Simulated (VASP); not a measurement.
A VASP calculation is set up with these files.

### KPOINTS
```
Automatic mesh
0
Gamma
15 15 8
0 0 0
```

POSCAR:
```
Tc
1.0
  1.3897009698  -2.4070330898   0.0000000000
  1.3897009698   2.4070330898   0.0000000000
  0.0000000000   0.0000000000   4.4407828094
Tc
2
Direct
  0.3333330000   0.6666670000   0.2500000000
  0.6666670000   0.3333330000   0.7500000000
```

**INCAR**
```
AGGAC = 0.0
ALGO = Normal
EDIFF = 1E-7
EDIFFG = -0.01
ENCUT = 520
GGA = BO
IBRION = 2
ISIF = 4
ISMEAR = 1
LASPH = .TRUE.
LCHARG = .FALSE.
LMAXMIX = 4
LREAL = .FALSE.
LUSE_VDW = .TRUE.
LWAVE = .FALSE.
NELM = 100
NSW = 30
PARAM1 = 0.1833333333
PARAM2 = 0.22
PREC = Accurate
SIGMA = 0.1
SYSTEM = Tc
```

POTCAR, in this order: Tc_pv (PBE.64 set). Program: vasp_std.

Question: Write an equivalent input for Quantum ESPRESSO's pw.x.

Answer: One equivalent input (not run):
```
&CONTROL
  calculation = 'vc-relax'
  pseudo_dir = './pseudo'
  outdir = './out'
  tprnfor = .true.
  tstress = .true.
  nstep = 30
  forc_conv_thr = 0.00039
/
&SYSTEM
  ibrav = 0
  nat = 2
  ntyp = 1
  ecutwfc = 84
  occupations = 'smearing'
  smearing = 'methfessel-paxton'
  degauss = 0.00735
  input_dft = 'vdw-df-obk8'
/
&ELECTRONS
  conv_thr = 7.3e-09
  electron_maxstep = 100
/
&IONS
/
&CELL
  cell_dofree = 'shape'
/
ATOMIC_SPECIES
  Tc 97.907 Tc.upf
CELL_PARAMETERS angstrom
     1.3897010   -2.4070331    0.0000000
     1.3897010    2.4070331    0.0000000
     0.0000000    0.0000000    4.4407828
ATOMIC_POSITIONS crystal
  Tc   0.3333330  0.6666670  0.2500000
  Tc   0.6666670  0.3333330  0.7500000
K_POINTS automatic
  15 15 8 0 0 0
```
What does not carry over: the potentials are each code's own (VASP's PAW set, PseudoDojo norm-conserving files in pw.x), so ENCUT and ecutwfc are chosen apart and not converted; conv_thr bounds pw.x's estimated SCF error, while EDIFF bounds the energy change between steps; forc_conv_thr acts on force components and is met together with etot_conv_thr.

The compound is Tc in the hcp structure. This cell is one point of a volume scan, at 1.03 of the reference volume. Symmetry was kept, so distortions that lower it aren't found.
